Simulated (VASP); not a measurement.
These are AM05 GGA, VASP's PBE PAW potentials (set 64) (plane waves; VASP) values and carry that method's errors.

The input files of a VASP run:

POSCAR:
```
SiC
1
    0.0000000000     2.1779395379     2.1779395379
    2.1779395379    -0.0000000000     2.1779395379
    2.1779395379     2.1779395379     0.0000000000
Si C
1 1
Direct
  0.0000000000   0.0000000000   0.0000000000
  0.2500000000   0.2500000000   0.2500000000
```

### INCAR
```
SYSTEM  =  SiC
PREC  =  Accurate; ENCUT  =  520; LREAL  =  F
LASPH  =  T
EDIFF  =  1E-7; NELM  =  100; ALGO  =  Normal
ISMEAR  =  -5
GGA  =  AM
ISIF  =  2
LWAVE  =  F; LCHARG  =  T; LORBIT  =  11
NEDOS  =  601
```

File KPOINTS:
```
Automatic mesh
0
Gamma
12 12 12
0 0 0
```

POTCAR, in this order: Si C (PBE.64 set). Program: vasp_std.

Output

File OSZICAR:
```
       N       E                     dE             d eps       ncg     rms          rms(c)
DAV:   1     0.171096323340E+01    0.17110E+01   -0.41169E+03  1232   0.838E+02
DAV:   2    -0.169932148502E+02   -0.18704E+02   -0.18071E+02  1680   0.103E+02
DAV:   3    -0.173193312645E+02   -0.32612E+00   -0.32612E+00  1272   0.158E+01
DAV:   4    -0.173202463179E+02   -0.91505E-03   -0.91505E-03  1872   0.964E-01
DAV:   5    -0.173202468029E+02   -0.48496E-06   -0.48496E-06  1304   0.151E-02    0.888E+00
DAV:   6    -0.156618072056E+02    0.16584E+01   -0.67614E+00  1280   0.146E+01    0.406E+00
DAV:   7    -0.155953833872E+02    0.66424E-01   -0.33801E-01  1784   0.408E+00    0.180E+00
DAV:   8    -0.155839974851E+02    0.11386E-01   -0.18123E-02  1208   0.123E+00    0.173E-01
DAV:   9    -0.155841696112E+02   -0.17213E-03   -0.87198E-04  1888   0.236E-01    0.126E-01
DAV:  10    -0.155842853832E+02   -0.11577E-03   -0.15581E-04  1480   0.107E-01    0.172E-02
DAV:  11    -0.155842876236E+02   -0.22404E-05   -0.25857E-05  1560   0.323E-02    0.459E-03
DAV:  12    -0.155842877561E+02   -0.13250E-06   -0.10703E-06  1552   0.871E-03    0.155E-03
DAV:  13    -0.155842878075E+02   -0.51379E-07   -0.12510E-07  1128   0.307E-03
   1 F= -.15584288E+02 E0= -.15584288E+02  d E =0.000000E+00
```

### OUTCAR
```
------------------------ aborting loop because EDIFF is reached ----------------------------------------
  FORCE on cell =-STRESS in cart. coord.  units (eV):
  Direction    XX          YY          ZZ          XY          YZ          ZX
  --------------------------------------------------------------------------------------
  Total        0.0005745      0.0005745      0.0005745      0.0000000      0.0000000      0.0000000
  in kB        0.0445513      0.0445513      0.0445513      0.0000000      0.0000000      0.0000000
  external PRESSURE =       0.0445513 kB  Pullay stress =       0.0000000 kB
  volume of cell :       20.66
      direct lattice vectors                 reciprocal lattice vectors
     0.000000000  2.177939538  2.177939538    -0.229574784  0.229574784  0.229574784
     2.177939538  0.000000000  2.177939538     0.229574784 -0.229574784  0.229574784
     2.177939538  2.177939538  0.000000000     0.229574784  0.229574784 -0.229574784
  FREE ENERGIE OF THE ION-ELECTRON SYSTEM (eV)
  ---------------------------------------------------
  free  energy   TOTEN  =       -15.5842878075 eV

  energy  without entropy=      -15.5842878075  energy(sigma->0) =      -15.58428781

 total charge

# of ion       s       p       d       tot
------------------------------------------
    1        0.708   0.975   0.000   1.684
    2        0.832   1.700   0.000   2.532
--------------------------------------------------
tot          1.540   2.675   0.000   4.216
```
(Selected blocks of OUTCAR.)

The compound is SiC in the zinc blende structure. It was relaxed first.
